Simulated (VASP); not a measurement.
# BaZnPF: Pb into a neighbouring Ba vacancy

How hard is this move in BaZnPF: Pb into a neighbouring Ba vacancy? Both ends are relaxed first, then a band of images between them. The start is a cell from a database of measured crystal structures.

Main program and level: VASP 6.6.1; PBEsol; plane waves and PAW (Ba_sv, Zn, P, F), in the first sound run; inputs show where later runs differ.

## (1) The host crystal

Symmetry: P4/nmm, No. 129, tetragonal system. Conventional cell: a = 4.156 Å, b = 4.156 Å, c = 9.457 Å, α = 90.00°, β = 90.00°, γ = 90.00°. Nearest to Ba lie 4 F at 2.62 Å and 4 P at 3.41 Å. Zn has 4 P at 2.51 Å nearest. Nearest to P lie 4 Zn at 2.51 Å and 4 Ba at 3.41 Å. Nearest to F lie 4 Ba at 2.62 Å. Farther neighbours and most contacts between anions are not listed.

## (2) Relax the host

The later steps need the crystal at this functional's own lattice; a raised cutoff keeps the stress reliable while the cell changes.

File INCAR:

```
SYSTEM = BaZnPF
PREC = Accurate
ENCUT = 520
EDIFF = 1E-06
NELM = 120
ISMEAR = 0
SIGMA = 0.1
LREAL = .FALSE.
ALGO = Normal
GGA = PS
NBANDS = 42
LORBIT = 11
LWAVE = .FALSE.
LCHARG = .FALSE.
KPAR = 5
LASPH = .TRUE.
IBRION = 2
NSW = 40
ISIF = 3
EDIFFG = -0.02
POTIM = 0.4
```

File POSCAR:

```
BaZnPF
1.0
    4.1563400000      0.0000000000      0.0000000000
    0.0000000000      4.1563400000      0.0000000000
    0.0000000000      0.0000000000      9.4574300000
Ba Zn P F
2 2 2 2
Direct
    0.0000000000      0.5000000000      0.6682300000
    0.5000000000      0.0000000000      0.3317700000
    0.0000000000      0.0000000000      0.0000000000
    0.5000000000      0.5000000000      0.0000000000
    0.5000000000      0.0000000000      0.8509000000
    0.0000000000      0.5000000000      0.1491000000
    0.0000000000      0.0000000000      0.5000000000
    0.5000000000      0.5000000000      0.5000000000
```

File KPOINTS:

```
Automatic mesh
0
Gamma
5 5 2
0 0 0
```

PAW data sets: Ba_sv, Zn, P and F (PBE family, release 64).

Launch:

```
$ mpirun -np 5 vasp_std
```

The program printed:

```text
[banner, memory and clock lines left out]
running    5 mpi-ranks, on    1 nodes
 distrk:  each k-point on    1 cores,    5 groups
 distr:  one band on    1 cores,    1 groups

 POSCAR found type information on POSCAR BaZnP F
 POSCAR found :  4 types and       8 ions
|                                                                             |
|           W    W    AA    RRRRR   N    N  II  N    N   GGGG   !!!           |
|           W    W   A  A   R    R  NN   N  II  NN   N  G    G  !!!           |
|           W    W  A    A  R    R  N N  N  II  N N  N  G       !!!           |
|           W WW W  AAAAAA  RRRRR   N  N N  II  N  N N  G  GGG   !            |
|           WW  WW  A    A  R   R   N   NN  II  N   NN  G    G                |
|           W    W  A    A  R    R  N    N  II  N    N   GGGG   !!!           |
|                                                                             |
|     For optimal performance we recommend to set                             |
|       NCORE = 2 up to number-of-cores-per-socket                            |
|     NCORE specifies how many cores store one orbital (NPAR=cpu/NCORE).      |
|     This setting can greatly improve the performance of VASP for DFT.       |
|     The default, NCORE=1 might be grossly inefficient on modern             |
|     multi-core architectures or massively parallel machines. Do your        |
|     Unfortunately you need to use the default for GW and RPA                |
|     calculations (for HF NCORE is supported but not extensively tested      |
|     yet).                                                                   |
|                                                                             |

|                                                                             |
|               ----> ADVICE to this user running VASP <----                  |
|                                                                             |
|     You enforced a specific xc type in the INCAR file but a different       |
|     [... a line on the potential file left out ...]
|     I HOPE YOU KNOW WHAT YOU ARE DOING!                                     |
|                                                                             |

 LDA part: xc-table for (Slater+PW92), standard interpolation
 POSCAR, INCAR and KPOINTS ok, starting setup
 FFT: planning ... GRIDC
 FFT: planning ... GRID_SOFT
 FFT: planning ... GRID
 WAVECAR not read
 entering main loop
       N       E                     dE             d eps       ncg     rms          rms(c)
DAV:   1     0.662748895648E+03    0.66275E+03   -0.31237E+04  1008   0.171E+03
DAV:   2     0.465956686346E+02   -0.61615E+03   -0.58755E+03  1096   0.414E+02
DAV:   3    -0.365614347640E+02   -0.83157E+02   -0.82079E+02  1178   0.164E+02
DAV:   4    -0.408402995783E+02   -0.42789E+01   -0.42670E+01  1328   0.320E+01
DAV:   5    -0.409827209578E+02   -0.14242E+00   -0.14234E+00  1480   0.588E+00    0.115E+01
DAV:   6    -0.379351767918E+02    0.30475E+01   -0.12898E+01  1362   0.463E+01    0.794E+00
DAV:   7    -0.379586209105E+02   -0.23444E-01   -0.28248E+00  1208   0.969E+00    0.425E+00
DAV:   8    -0.379177479298E+02    0.40873E-01   -0.18713E-01  1294   0.296E+00    0.116E+00
DAV:   9    -0.379132191419E+02    0.45288E-02   -0.42760E-02  1568   0.196E+00    0.234E-01
DAV:  10    -0.379141793395E+02   -0.96020E-03   -0.72657E-03  1182   0.400E-01    0.149E-01
DAV:  11    -0.379146929488E+02   -0.51361E-03   -0.10318E-03  1198   0.194E-01    0.441E-02
DAV:  12    -0.379147062818E+02   -0.13333E-04   -0.21222E-04  1496   0.863E-02    0.146E-02
DAV:  13    -0.379147181174E+02   -0.11836E-04   -0.25148E-05  1192   0.309E-02    0.832E-03
DAV:  14    -0.379147189768E+02   -0.85931E-06   -0.43505E-06  1088   0.162E-02
   1 F= -.37914719E+02 E0= -.37914639E+02  d E =-.379147E+02
 curvature:   0.00 expect dE= 0.000E+00 dE for cont linesearch  0.000E+00
 trial: gam= 0.00000 g(F)=  0.262E-02 g(S)=  0.338E-01 ort = 0.000E+00 (trialstep = 0.100E+01)
 search vector abs. value=  0.364E-01
 bond charge predicted
       N       E                     dE             d eps       ncg     rms          rms(c)
DAV:   1    -0.382535054628E+02   -0.33879E+00   -0.56681E+00  1132   0.215E+01    0.420E+00
DAV:   2    -0.379732107189E+02    0.28029E+00   -0.14053E+00  1178   0.148E+01    0.127E+00
DAV:   3    -0.379442612920E+02    0.28949E-01   -0.60613E-02  1260   0.219E+00    0.654E-01
DAV:   4    -0.379347653770E+02    0.94959E-02   -0.28195E-02  1388   0.832E-01    0.197E-01
DAV:   5    -0.379345900341E+02    0.17534E-03   -0.23499E-03  1262   0.252E-01    0.125E-01
DAV:   6    -0.379345471407E+02    0.42893E-04   -0.52319E-04  1384   0.142E-01    0.388E-02
DAV:   7    -0.379345562467E+02   -0.91060E-05   -0.11293E-04  1176   0.649E-02    0.140E-02
DAV:   8    -0.379345567302E+02   -0.48354E-06   -0.97715E-06  1408   0.335E-02
   2 F= -.37934557E+02 E0= -.37934455E+02  d E =-.198378E-01
[...]
3 F= -.37934630E+02 E0= -.37934528E+02  d E =-.199115E-01
[...]
4 F= -.37937459E+02 E0= -.37937350E+02  d E =-.282884E-02
 trial-energy change:   -0.002829  1 .order   -0.002816   -0.003599   -0.002032
 step:   2.1868(harm=  2.3146)  dis= 0.01840  next Energy=   -37.938669 (dE=-0.404E-02)
 bond charge predicted
       N       E                     dE             d eps       ncg     rms          rms(c)
DAV:   1    -0.379387373617E+02   -0.12786E-02   -0.30148E-01  1010   0.218E+00    0.242E-01
DAV:   2    -0.379388974755E+02   -0.16011E-03   -0.13308E-02  1256   0.867E-01    0.107E-01
DAV:   3    -0.379388196530E+02    0.77822E-04   -0.57623E-04  1350   0.153E-01    0.532E-02
DAV:   4    -0.379387802175E+02    0.39436E-04   -0.66520E-05  1380   0.622E-02    0.155E-02
DAV:   5    -0.379387806692E+02   -0.45175E-06   -0.14091E-05  1408   0.217E-02    0.541E-03
DAV:   6    -0.379387815101E+02   -0.84082E-06   -0.35970E-06  1136   0.119E-02
   5 F= -.37938782E+02 E0= -.37938664E+02  d E =-.415106E-02
 curvature:  -1.23 expect dE=-0.688E-04 dE for cont linesearch -0.142E-04
 trial: gam=-0.01668 g(F)=  0.192E-04 g(S)=  0.369E-04 ort = 0.210E-03 (trialstep = 0.124E+01)
 search vector abs. value=  0.501E-04
 reached required accuracy - stopping structural energy minimisation
```

The job ended after 2.7 min (5 MPI ranks of AMD EPYC 7R43, shared host; peak memory 1.4 GiB).

Lines that name or quote the potential files are left out of all logs, and their timing lines are given in words.

OUTCAR, selected parts (step 2):

```text
ion  position               nearest neighbor table
   1  0.000  0.500  0.668-   7 2.62   8 2.62   7 2.62   8 2.62   5 3.41   5 3.41   5 3.41   5 3.41
                             4 3.76   3 3.76   4 3.76   3 3.76   2 4.33   2 4.33   2 4.33   2 4.33
   2  0.500  0.000  0.332-   7 2.62   8 2.62   8 2.62   7 2.62   6 3.41   6 3.41   6 3.41   6 3.41
                             3 3.76   4 3.76   4 3.76   3 3.76   1 4.33   1 4.33   1 4.33   1 4.33
   3  0.000  0.000  0.000-   5 2.51   6 2.51   6 2.51   5 2.51   4 2.94   4 2.94   4 2.94   4 2.94
                             2 3.76   1 3.76   2 3.76   1 3.76
   4  0.500  0.500  0.000-   5 2.51   6 2.51   5 2.51   6 2.51   3 2.94   3 2.94   3 2.94   3 2.94
                             1 3.76   2 3.76   2 3.76   1 3.76
   5  0.500  0.000  0.851-   3 2.51   4 2.51   4 2.51   3 2.51   1 3.41   1 3.41   1 3.41   1 3.41

  LATTYP: Found a simple tetragonal cell.
 ALAT       =     4.1563400000
 C/A-ratio  =     2.2754226074

 Subroutine GETGRP returns: Found 16 space group operations
 (whereof  8 operations were pure point group operations)

The static configuration has the point symmetry D_2d.
 The point group associated with its full space group is D_4h.

 Found     12 irreducible k-points:

   k-points           NKPTS =     12   k-points in BZ     NKDIM =     12   number of bands    NBANDS=     42

   dimension x,y,z NGX =    32 NGY =   32 NGZ =   70
   dimension x,y,z NGXF=    64 NGYF=   64 NGZF=  140

   ENCUT  =  520.0 eV  38.22 Ry    6.18 a.u.   7.73  7.73 17.58*2*pi/ulx,y,z

   NELECT =      68.0000    total number of electrons

 k-points in reciprocal lattice and weights: Automatic mesh
   0.00000000  0.00000000  0.00000000       0.020
   0.20000000  0.00000000  0.00000000       0.080
   0.40000000  0.00000000  0.00000000       0.080
   0.20000000  0.20000000  0.00000000       0.080
   0.40000000  0.20000000  0.00000000       0.160
   0.40000000  0.40000000  0.00000000       0.080
   0.00000000  0.00000000  0.50000000       0.020
   0.20000000  0.00000000  0.50000000       0.080
   0.40000000  0.00000000  0.50000000       0.080
   0.20000000  0.20000000  0.50000000       0.080
   0.40000000  0.20000000  0.50000000       0.160
   0.40000000  0.40000000  0.50000000       0.080

 average (electrostatic) potential at core
       1 -35.7365       2 -35.7365       3 -35.7850       4 -35.7850       5 -84.2457
       6 -84.2457       7 -76.3414       8 -76.3414

 E-fermi :   3.4770

 k-point     1 :       0.0000    0.0000    0.0000
  band No.  band energies     occupation
    ...
     30       0.9873      2.00000
     31       0.9873      2.00000
     32       2.7073      2.00000
     33       3.2891      1.99211
     34       3.2891      1.99211
     35       3.6303      0.03018
     36       4.8020      0.00000
     37       5.5175      0.00000
     38       5.7499      0.00000
     39       6.9102      0.00000
    ...

 k-point     2 :       0.2000    0.0000    0.0000
  band No.  band energies     occupation
    ...
     30      -0.3126      2.00000
     31       1.2694      2.00000
     32       2.2005      2.00000
     33       2.7476      2.00000
     34       3.1371      2.00000
     35       4.5005      0.00000
     36       5.8620      0.00000
     37       5.9641      0.00000
     38       6.4338      0.00000
     39       7.1541      0.00000
    ...

 k-point     3 :       0.4000    0.0000    0.0000
  band No.  band energies     occupation
    ...
     30      -0.8676      2.00000
     31       1.9389      2.00000
     32       1.9684      2.00000
     33       2.5486      2.00000
     34       2.6545      2.00000
     35       5.1677      0.00000
     36       5.5066      0.00000
     37       5.7457      0.00000
     38       6.8321      0.00000
     39       7.0210      0.00000
    ...

  Total       -0.0518275     -0.0518275     -0.0476326      0.0000000     -0.0000000      0.0000000
  in kB       -0.5210002     -0.5210002     -0.4788304      0.0000000     -0.0000000      0.0000000
  external PRESSURE =      -0.5069436 kB  Pullay stress =       0.0000000 kB

  energy-cutoff  :      520.00
  volume of cell :      159.38
      direct lattice vectors                 reciprocal lattice vectors
     4.117918257  0.000000000  0.000000000     0.242841149  0.000000000  0.000000000
     0.000000000  4.117918257  0.000000000     0.000000000  0.242841149  0.000000000
     0.000000000 -0.000000000  9.398910051     0.000000000 -0.000000000  0.106395315

 POSITION                                       TOTAL-FORCE (eV/Angst)
 -----------------------------------------------------------------------------------
      0.00000      2.05896      6.30439        -0.000000     -0.000000      0.010601
      2.05896     -0.00000      3.09452        -0.000000      0.000000     -0.010601
      0.00000     -0.00000      0.00000        -0.000000      0.000000     -0.000000
      2.05896      2.05896      0.00000         0.000000     -0.000000     -0.000000
      2.05896     -0.00000      8.00154        -0.000000     -0.000000      0.011699
      0.00000      2.05896      1.39737        -0.000000      0.000000     -0.011699
      0.00000     -0.00000      4.69946        -0.000000      0.000000     -0.000000
      2.05896      2.05896      4.69946        -0.000000      0.000000     -0.000000
 -----------------------------------------------------------------------------------
    total drift:                                0.000000     -0.000000     -0.000000

  FREE ENERGIE OF THE ION-ELECTRON SYSTEM (eV)
  ---------------------------------------------------
  free  energy   TOTEN  =       -37.9387815101 eV

  energy  without entropy=      -37.9385462424  energy(sigma->0) =      -37.93866388

 reached required accuracy - stopping structural energy minimisation

 total charge
# of ion       s       p       d       tot
------------------------------------------
    1        2.002   5.612   0.294   7.908
    2        2.002   5.612   0.294   7.908
    3        0.537   0.485   9.763  10.785
    4        0.537   0.485   9.763  10.785
    5        1.024   1.479   0.000   2.503
    6        1.024   1.479   0.000   2.503
    7        1.734   4.354   0.000   6.087
    8        1.734   4.354   0.000   6.087
--------------------------------------------------
tot         10.592  23.860  20.115  54.567

[... 3 further parts left out ...]
```

CONTCAR:

```
BaZnPF
   1.00000000000000
     4.1179182573927156    0.0000000000000000    0.0000000000000000
     0.0000000000000000    4.1179182573927156    0.0000000000000000
     0.0000000000000000   -0.0000000000000000    9.3989100512172516
  Ba              Zn              P               F
     2     2     2     2
Direct
     0.0000000000000000    0.5000000000000000    0.6707576819731101
     0.5000000000000000    0.0000000000000000    0.3292423180268899
     0.0000000000000000    0.0000000000000000    0.0000000000000000
     0.5000000000000000    0.5000000000000000    0.0000000000000000
     0.5000000000000000    0.0000000000000000    0.8513265528240370
     0.0000000000000000    0.5000000000000000    0.1486734471759631
     0.0000000000000000    0.0000000000000000    0.5000000000000000
     0.5000000000000000    0.5000000000000000    0.5000000000000000
```

The gap is read on the k-mesh alone, so it is an upper bound where the band edges lie off the mesh. Harder data sets than Ba_sv exist (the GW ones), and pressures, volumes and forces can shift noticeably with them. The PAW data sets were made with PBE, which is usual practice but a small mismatch for other functionals. The run keeps the 16 symmetry operations of its start, so it cannot find a distortion of lower symmetry.

Relaxation path:

| step | energy less that of the first step (eV) | largest force (eV/Å) | pressure (GPa) | volume (Å³) |
| --- | --- | --- | --- | --- |
| 1 | 0.0000 | 0.1343 | -1.49 | 163.38 |
| 2 | -0.0198 | 0.2050 | 0.02 | 159.80 |
| 3 | -0.0199 | 0.2083 | 0.05 | 159.66 |
| 4 | -0.0227 | 0.1174 | 0.02 | 159.53 |
| 5 | -0.0241 | 0.0117 | -0.05 | 159.38 |

```
conventional cell, symmetrised  before  after  change
                         a (Å)   4.156  4.118  -0.9 %
                         b (Å)   4.156  4.118  -0.9 %
                         c (Å)   9.457  9.399  -0.6 %
              volume (Å³/atom)   20.42  19.92  -2.4 %
```

The atoms that moved most (Å, as changes of fractional coordinates times the final cell):

```
atom     dx     dy      dz  length
 Ba1  0.000  0.000   0.024   0.024
 Ba2  0.000  0.000  -0.024   0.024
```

Final coordinates:

```xyz
8
Lattice="4.1179 0.0000 0.0000 0.0000 4.1179 0.0000 0.0000 0.0000 9.3989" Properties=species:S:1:pos:R:3 pbc="T T T"
Ba    0.0000    2.0590    6.3044
Ba    2.0590    0.0000    3.0945
Zn    0.0000    0.0000    0.0000
Zn    2.0590    2.0590    0.0000
P     2.0590    0.0000    8.0015
P     0.0000    2.0590    1.3974
F     0.0000    0.0000    4.6995
F     2.0590    2.0590    4.6995
```

A gap read on the k-mesh alone can miss the band edges.

This step gave:

- electronic cycles: 38
- electrons: 68
- free energy (TOTEN): -37.94 eV
- energy at zero smearing: -37.94 eV
- Fermi energy: 3.477 eV
- labelled metallic, from the levels on this mesh: no
- gap on the k-mesh: 0.3412 eV
- least direct gap on the k-mesh: 0.3412 eV

The run ended after 5 ionic steps, 0.024 eV below its first step, once forces and stress met EDIFFG = -0.02.

(Part 1 of 4 ends here.)

[Lines on the potential files, build, host, timing and source positions are cut from VASP's logs without a mark.]

[Logs are printed without paths, hosts, clocks, repeated set-up lines and the standing remarks that a program may print on its own settings, such as how far it seeks lower states.]

[Hosts, paths, dates, database ids (printed as entryN), source tags and the programs' standing remarks are cut or masked in the printed files.]

[Runs that stopped without an error message from VASP are left out.]
